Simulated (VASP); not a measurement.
Input:

```
Cs
1.0
   -3.00197     2.98696     2.98696
    3.00197    -2.98696     2.98696
    3.00197     2.98696    -2.98696
Cs
1
Direct
  0.00000   0.00000   0.00000
```

The numbers are results of PBEsol GGA, VASP's PBE PAW potentials (set 64) (plane waves; VASP), not measurements. Run with 480 eV cut-off, 8×8×8 Γ-centred mesh, first-order Methfessel-Paxton smearing of 0.10 eV, potentials Cs_sv.

Unless said otherwise, spin-orbit coupling is left out, though it shifts the bands of the heavy elements here.

Task: Estimate the energy per atom (σ→0), band gap (on the k-mesh) with the smallest direct gap where there is one.

Result: 
band gap (on the k-mesh): none (metal, semimetal or under 0.01 eV)
energy per atom (σ→0): -0.935 eV/atom

The absolute energy has meaning only against runs of the same code, potentials and settings.

The compound is Cs in the bcc structure. This cell was strained or had an atom moved on purpose.
